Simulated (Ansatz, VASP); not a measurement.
## Two plane-wave programs on Mg2C

The input POSCAR:

```
Mg2C
1.0
    0.0000000000      2.6973878951      2.6973878951
    2.6973878951      0.0000000000      2.6973878951
    2.6973878951      2.6973878951      0.0000000000
C Mg
1 2
Direct
    0.0000000000      0.0000000000      0.0000000000
    0.2500000000      0.2500000000      0.2500000000
    0.7500000000      0.7500000000      0.7500000000
```

The input INCAR.step1:

```
SYSTEM = Mg2C
  PREC = Accurate
  ENCUT = 520
  ISMEAR = 0
  SIGMA = 0.01
  LREAL = .FALSE.
  LASPH = .TRUE.
  NELM = 60
  NBANDS = 11
  GGA = PE
  ALGO = Normal
  EDIFF = 1E-4
  LWAVE = .TRUE.
  LCHARG = .FALSE.
```

The input INCAR.step2:

```
SYSTEM = Mg2C
  PREC = Accurate
  ENCUT = 520
  EDIFF = 1E-6
  ISMEAR = 0
  SIGMA = 0.01
  LREAL = .FALSE.
  LASPH = .TRUE.
  NELM = 60
  ALGO = Normal
  ISIF = 2
  LWAVE = .FALSE.
  LCHARG = .FALSE.
  METAGGA = R2SCAN
  LMIXTAU = .TRUE.
  NBANDS = 11
  ISTART = 1
```

File KPOINTS:

```
Automatic mesh
0
G
  8 8 8
  0 0 0
```

Input for Ansatz:

```yaml
crystal:
  lattice:
    - [0.0, 2.6973878951, 2.6973878951]
    - [2.6973878951, 0.0, 2.6973878951]
    - [2.6973878951, 2.6973878951, 0.0]
  atoms:
    - { symbol: C, position: [0.0, 0.0, 0.0] }
    - { symbol: Mg, position: [0.25, 0.25, 0.25] }
    - { symbol: Mg, position: [0.75, 0.75, 0.75] }
kpoints:
  mp_grid: { grid: [8, 8, 8] }
  band_path:
    path:
      - [0.0, 0.0, 0.0]
      - [0.5, 0.0, 0.5]
      - [0.625, 0.25, 0.625]
      - [0.375, 0.375, 0.75]
      - [0.5, 0.5, 0.5]
      - [0.5, 0.25, 0.75]
      - [0.0375, 0.0375, 0.075]
    npoints: 1
hamiltonian:
  xc: r2scan
scf:
  occupations: { method: fixed }
  n_extra_bands: 4
output:
  forces: true
  stress: true
  eigenvalues: true
```

Change from the starting cell: hydrostatic strain -0.5%.

Alike in both runs: task single point; functional r2SCAN; k mesh 8 × 8 × 8; no spin polarisation.

```csv
,VASP,Ansatz
version,VASP 6.6.1,Ansatz 0.2.0
potentials or method,"VASP PAW PBE potentials, release 64 (C, Mg)","plane waves, PAW"
plane-wave cutoff (eV),520,500
occupations,"gaussian, width 0.01 eV",fixed
valence electrons in the cell,8,24
```

Ansatz gave:

| Quantity | Value |
| --- | --- |
| gap on the k mesh at the Fermi level (eV) | 1.12 |
| pressure (GPa) | 1.5 |

Estimate VASP's values.

gap on the k mesh at the Fermi level (eV): 1.11; pressure (GPa): 1.1.

The two sets of potentials don't hold the same shells in valence.

Caveats: the PAW data sets were made with another functional, which shifts forces and pressure a little (VASP). A k mesh can miss the band edges.
